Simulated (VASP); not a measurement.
# Ti12NO23 (a cell with a defect) (Rutile) in VASP: single point with PBE

Aim: the single point of Ti12NO23 (a cell with a defect) (Rutile) with PBE.

All numbers are computed with VASP 6.6.1; they aren't measurements. Logs are shortened: lines on timing, memory, paths and dates and some standing lists are left out, and cuts for length are marked.

## (1) Starting point

The cell holds a defect, 36 atoms: a = 6.497 Å, b = 6.497 Å, c = 8.877 Å, α = 90.00°, β = 90.00°, γ = 90.00°.

## (2) Single point, PBE

File INCAR:

```
PREC = Accurate
ENCUT = 520
EDIFF = 1E-6
ISMEAR = -1
SIGMA = 0.01
LREAL = Auto
LASPH = T
NELM = 100
ALGO = Fast
ISIF = 2
LWAVE = F
LCHARG = F
GGA = PE
NELECT = 288.0
NBANDS = 168
```

File KPOINTS:

```
Automatic mesh
0
Gamma
  4 4 3
```

File POSCAR:

```
Ti12NO23
1.0
    4.5940000000      4.5940000000      0.0000000000
   -4.5940000000      4.5940000000      0.0000000000
    0.0000000000      0.0000000000      8.8770000000
Ti N O
12 1 23
Direct
    0.0000000000      0.0000000000      0.0000000000
    0.0000000000      0.0000000000      0.3333333333
    0.0000000000      0.0000000000      0.6666666667
    0.5000000000      0.5000000000      0.0000000000
    0.5000000000      0.5000000000      0.3333333333
    0.5000000000      0.5000000000      0.6666666667
    0.5000000000      0.0000000000      0.1666666667
    0.5000000000      0.0000000000      0.5000000000
    0.5000000000      0.0000000000      0.8333333333
    0.0000000000      0.5000000000      0.1666666667
    0.0000000000      0.5000000000      0.5000000000
    0.0000000000      0.5000000000      0.8333333333
    0.3060000000      0.0000000000      0.0000000000
    0.3060000000      0.0000000000      0.3333333333
    0.3060000000      0.0000000000      0.6666666667
    0.8060000000      0.5000000000      0.0000000000
    0.8060000000      0.5000000000      0.3333333333
    0.8060000000      0.5000000000      0.6666666667
    0.5000000000      0.3060000000      0.1666666667
    0.5000000000      0.3060000000      0.5000000000
    0.5000000000      0.3060000000      0.8333333333
    0.0000000000      0.8060000000      0.1666666667
    0.0000000000      0.8060000000      0.5000000000
    0.0000000000      0.8060000000      0.8333333333
    0.6940000000      0.0000000000      0.0000000000
    0.6940000000      0.0000000000      0.3333333333
    0.6940000000      0.0000000000      0.6666666667
    0.1940000000      0.5000000000      0.0000000000
    0.1940000000      0.5000000000      0.3333333333
    0.1940000000      0.5000000000      0.6666666667
    0.5000000000      0.6940000000      0.1666666667
    0.5000000000      0.6940000000      0.5000000000
    0.5000000000      0.6940000000      0.8333333333
    0.0000000000      0.1940000000      0.1666666667
    0.0000000000      0.1940000000      0.5000000000
    0.0000000000      0.1940000000      0.8333333333
```

Potentials or basis: VASP PAW PBE potentials, release 64 (Ti_sv, N, O).

On the command line:

```
$ cat potpaw_PBE.64/Ti_sv/POTCAR potpaw_PBE.64/N/POTCAR potpaw_PBE.64/O/POTCAR > POTCAR
$ mpirun -np 1 vasp_std > vasp.out
```

OUTCAR:

```text
PREC = Accurate
   ENCUT = 520
   EDIFF = 1E-6
   ISMEAR = -1
   LREAL = Auto
   LASPH = T
   NELM = 100
   ISIF = 2
   GGA = PE
   NELECT = 288.0

 ion  position               nearest neighbor table
   1  0.000  0.000  0.000-  22 1.94  24 1.94  34 1.94  36 1.94  13 1.99  25 1.99
   2  0.000  0.000  0.333-  22 1.94  34 1.94  23 1.94  35 1.94  14 1.99  26 1.99
   3  0.000  0.000  0.667-  24 1.94  36 1.94  35 1.94  23 1.94  15 1.99  27 1.99
   4  0.500  0.500  0.000-  19 1.94  21 1.94  31 1.94  33 1.94  16 1.99  28 1.99
   5  0.500  0.500  0.333-  19 1.94  31 1.94  20 1.94  32 1.94  17 1.99  29 1.99
   6  0.500  0.500  0.667-  21 1.94  33 1.94  32 1.94  20 1.94  18 1.99  30 1.99
   7  0.500  0.000  0.167-  14 1.94  26 1.94  25 1.94  13 1.94  19 1.99  31 1.99
   8  0.500  0.000  0.500-  14 1.94  15 1.94  26 1.94  27 1.94  20 1.99  32 1.99
   9  0.500  0.000  0.833-  15 1.94  27 1.94  25 1.94  13 1.94  21 1.99  33 1.99
  10  0.000  0.500  0.167-  17 1.94  29 1.94  28 1.94  16 1.94  22 1.99  34 1.99
  11  0.000  0.500  0.500-  17 1.94  18 1.94  29 1.94  30 1.94  23 1.99  35 1.99
  12  0.000  0.500  0.833-  18 1.94  30 1.94  28 1.94  16 1.94  24 1.99  36 1.99
  13  0.306  0.000  0.000-   7 1.94   9 1.94   1 1.99
  14  0.306  0.000  0.333-   7 1.94   8 1.94   2 1.99
  15  0.306  0.000  0.667-   9 1.94   8 1.94   3 1.99
  16  0.806  0.500  0.000-  10 1.94  12 1.94   4 1.99
  17  0.806  0.500  0.333-  10 1.94  11 1.94   5 1.99
[... 17 lines left out ...]
  35  0.000  0.194  0.500-   2 1.94   3 1.94  11 1.99
  36  0.000  0.194  0.833-   3 1.94   1 1.94  12 1.99

  LATTYP: Found a simple tetragonal cell.
 ALAT       =     6.4968971055
 C/A-ratio  =     1.3663445574

  Lattice vectors:

 A1 = (   4.5940000000,   4.5940000000,   0.0000000000)
 A2 = (  -4.5940000000,   4.5940000000,   0.0000000000)
 A3 = (   0.0000000000,   0.0000000000,   8.8770000000)

Analysis of symmetry for initial positions (statically):
=====================================================================
 Subroutine PRICEL returns:
 Original cell was already a primitive cell.

 Routine SETGRP: Setting up the symmetry group for a
 simple tetragonal supercell.

 Subroutine GETGRP returns: Found  4 space group operations
 (whereof  4 operations were pure point group operations)
 out of a pool of 16 trial point group operations.

The static configuration has the point symmetry C_2v.

Analysis of symmetry for dynamics (positions and initial velocities):
=====================================================================
[... 176 lines left out ...]
   NFREE  =      0    steps in history (QN), initial steepest desc. (CG)
   ISIF   =      2    stress and relaxation
   ISYM   =      2    0-nonsym 1-usesym 2-fastsym
   POTIM  = 0.5000    time-step for ionic-motion
   TEBEG  =    0.0;   TEEND  =   0.0 temperature during run
   PSTRESS=    0.0 pullay stress
   NELECT =     288.0000    total number of electrons
   NUPDOWN=      -1.0000    fix difference up-down
   EMIN   =  10.00;   EMAX   =-10.00  energy-range for DOS
   EFERMI =   0.00;   METHOD = LEGACY
   ISMEAR =    -1;   SIGMA  =   0.01  broadening in eV -4-tet -1-fermi 0-gaus
   EFERMI_NEDOS =   21; number of points for ismear=-14 and -15
   IALGO  =     68    algorithm
   IMIX   =      4    mixing-type and parameters
     AMIX     =   0.40;   BMIX     =  1.00
     AMIX_MAG =   1.60;   BMIX_MAG =  1.00
  volume/ion in A,a.u.               =      10.41        70.24
  Fermi-wavevector in a.u.,A,eV,Ry     =   1.499614  2.833860 30.597370  2.248843
  Thomas-Fermi vector in A             =   2.611221
   LORBIT       =      0    0 simple, 1 ext, 2 COOP (PROOUT), +10 PAW based schemes
   GGA     = PE    functional components
   LHFCALC =     F    Hartree Fock is set to
   AEXX    =    0.0000 exact exchange contribution
   IVDW    =     0    specifies the selected vdW correction
   LEPSILON=     F    determine dielectric tensor
   LRPA    =     F    only Hartree local field effects (RPA)
 non-spin polarized calculation
 RMM-DIIS sequential band-by-band and
  energy-cutoff  :      520.00
  volume of cell :      374.70
 maximum number of plane-waves:     10116
   NGX = 25   NGY = 25   NGZ = 33

 number of electron     288.0000020 magnetization

 Free energy of the ion-electron system (eV)
  ---------------------------------------------------
  ext. energy  EPLUGINS =         0.00000000
  ---------------------------------------------------
  free energy    TOTEN  =      -314.75721274 eV

  energy without entropy =     -314.75721274  energy(sigma->0) =     -314.75721274

 E-fermi :   5.7721     XC(G=0): -11.4485

 val. band max:        5.5354945948   @ k =   0.5000   0.0000   0.0000
 cond. band min:       6.6673867408   @ k =   0.0000   0.0000   0.0000
 fundamental gap:      1.1318921460
 Fermi energy:         5.7720568828

 k-point     1 :       0.0000    0.0000    0.0000
  band No.  band energies     occupation
      1     -52.1807      2.00000
      2     -52.1235      2.00000
      3     -52.1070      2.00000
      4     -52.0961      2.00000
      5     -52.0709      2.00000
      6     -52.0501      2.00000
[... 2851 lines left out ...]
    155       7.7054      0.00000
    156       7.7693      0.00000
 [bands above 156 left out]

------------------------ aborting loop because EDIFF is reached ----------------------------------------

  FORCE on cell =-STRESS in cart. coord.  units (eV):
  Direction    XX          YY          ZZ          XY          YZ          ZX
  --------------------------------------------------------------------------------------
  -------------------------------------------------------------------------------------
  Total       28.1085054     28.1085054     25.7820795     -0.7142540      0.0000000      0.0000000
  in kB      120.1904994    120.1904994    110.2428237     -3.0541128      0.0000000      0.0000000
  external PRESSURE =     116.8746075 kB  Pullay stress =       0.0000000 kB

 VOLUME and BASIS-vectors are now :
 -----------------------------------------------------------------------------
  energy-cutoff  :      520.00
  volume of cell :      374.70
      direct lattice vectors                 reciprocal lattice vectors
     4.594000000  4.594000000  0.000000000     0.108837614  0.108837614  0.000000000
    -4.594000000  4.594000000  0.000000000    -0.108837614  0.108837614  0.000000000
     0.000000000  0.000000000  8.877000000     0.000000000  0.000000000  0.112650670

 POSITION                                       TOTAL-FORCE (eV/Angst)
 -----------------------------------------------------------------------------------
      0.00000      0.00000      0.00000         1.010005      1.010005      0.000000
      0.00000      0.00000      2.95900        -0.047097     -0.047097     -0.440990
      0.00000      0.00000      5.91800        -0.047097     -0.047097      0.440990
      0.00000      4.59400      0.00000        -0.041689     -0.041689      0.000000
      0.00000      4.59400      2.95900        -0.012927     -0.012927     -0.475045
      0.00000      4.59400      5.91800        -0.012927     -0.012927      0.475045
[... 28 lines left out ...]
     -0.89124      0.89124      4.43850        -0.333407      0.355395      0.000000
     -0.89124      0.89124      7.39750        -0.615414      0.368885     -0.471116
 -----------------------------------------------------------------------------------
    total drift:                                0.001789      0.001789     -0.000000

  FREE ENERGIE OF THE ION-ELECTRON SYSTEM (eV)
  ---------------------------------------------------
  free  energy   TOTEN  =      -314.7572127414 eV

  energy  without entropy=     -314.7572127414  energy(sigma->0) =     -314.75721274
```

It took 26 min on 1 thread of Intel Xeon 6975P-C (Granite Rapids), shared host; peak memory 0.85 GiB.

What came out:

- Free energy: -314.7572 eV
- Largest force: 2.362 eV/Å
- Band gap on the k mesh: 1.13 eV, indirect (least direct gap 1.20 eV)

Forces on the atoms (eV/Å):
```
Ti   1.010  1.010  0.000
Ti  -0.047 -0.047 -0.441
Ti  -0.047 -0.047  0.441
Ti  -0.042 -0.042  0.000
Ti  -0.013 -0.013 -0.475
Ti  -0.013 -0.013  0.475
Ti  -0.647 -0.647 -2.177
Ti   0.082  0.082  0.000
Ti  -0.647 -0.647  2.177
Ti   0.031  0.031 -0.123
Ti  -0.007 -0.007  0.000
Ti   0.031  0.031  0.123
N   -0.257 -0.257  0.000
O   -0.407 -0.407  0.543
O   -0.407 -0.407 -0.543
O   -0.144 -0.144  0.000
O   -0.157 -0.157  0.125
O   -0.157 -0.157 -0.125
O   -0.192  0.342  0.235
O    0.144 -0.138  0.000
O   -0.192  0.342 -0.235
O    0.369 -0.615  0.471
O    0.355 -0.333  0.000
O    0.369 -0.615 -0.471
O    0.379  0.379  0.000
O    0.597  0.597  0.789
O    0.597  0.597 -0.789
O    0.127  0.127  0.000
O    0.152  0.152  0.106
O    0.152  0.152 -0.106
O    0.342 -0.192  0.235
O   -0.138  0.144  0.000
O    0.342 -0.192 -0.235
O   -0.615  0.369  0.471
O   -0.333  0.355  0.000
O   -0.615  0.369 -0.471
```

Caveat: the cell carries a net charge on a neutralising background, which shifts energy and pressure; the cell is charged against a uniform background, so pressure and absolute levels hang on convention. PBE gaps usually lie below the measured ones, often by a third to a half.
